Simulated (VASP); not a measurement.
# Al4PSb3 (ordered alloy cell): computed properties

These are PBEsol GGA, VASP's PBE PAW potentials (set 64) (plane waves; VASP) values and carry that method's errors.

| Quantity | Result |
|---|---|
| space group | R3m (160) |
| cell | a = 4.2404 Å, b = 4.2404 Å, c = 41.5562 Å, α = 90.00°, β = 90.00°, γ = 120.00° |
| volume per atom | 26.96 Å³/atom |
| band gap (over mesh and band path) | 0.26 eV |
| smallest direct gap (over mesh and band path) | 0.26 eV |
| band-edge character | direct, Γ to Γ |
| density | 3.88 g/cm³ |

```cif
data_Al12P3Sb9
_chemical_formula_sum 'Al12 Sb9 P3'
_space_group_name_H-M_alt 'R3m :H'
_space_group_IT_number 160
_space_group_name_Hall 'R 3 -2"'
_cell_length_a 4.24039
_cell_length_b 4.24039
_cell_length_c 41.55622
_cell_angle_alpha 90.000
_cell_angle_beta 90.000
_cell_angle_gamma 120.000
loop_
_atom_site_label
_atom_site_type_symbol
_atom_site_symmetry_multiplicity
_atom_site_Wyckoff_symbol
_atom_site_fract_x
_atom_site_fract_y
_atom_site_fract_z
_atom_site_occupancy
Al1 Al 3 a 0.00000 0.00000 0.00561 1
Al2 Al 3 a 0.00000 0.00000 0.25188 1
Al3 Al 3 a 0.00000 0.00000 0.49832 1
Al4 Al 3 a 0.00000 0.00000 0.74458 1
Sb1 Sb 3 a 0.00000 0.00000 0.31581 1
Sb2 Sb 3 a 0.00000 0.00000 0.56234 1
Sb3 Sb 3 a 0.00000 0.00000 0.80872 1
P1 P 3 a 0.00000 0.00000 0.06275 1
```
(The calculation used a cell of 8 atoms; values per cell refer to that cell.)

Unless said otherwise, spin-orbit coupling is left out, though it shifts the bands of the heavy elements here.

The structure was generated: Al4PSb3 was put into an ordered model structure (R3m), which need not be its known phase. It was relaxed first. Symmetry was kept, so distortions that lower it aren't found.
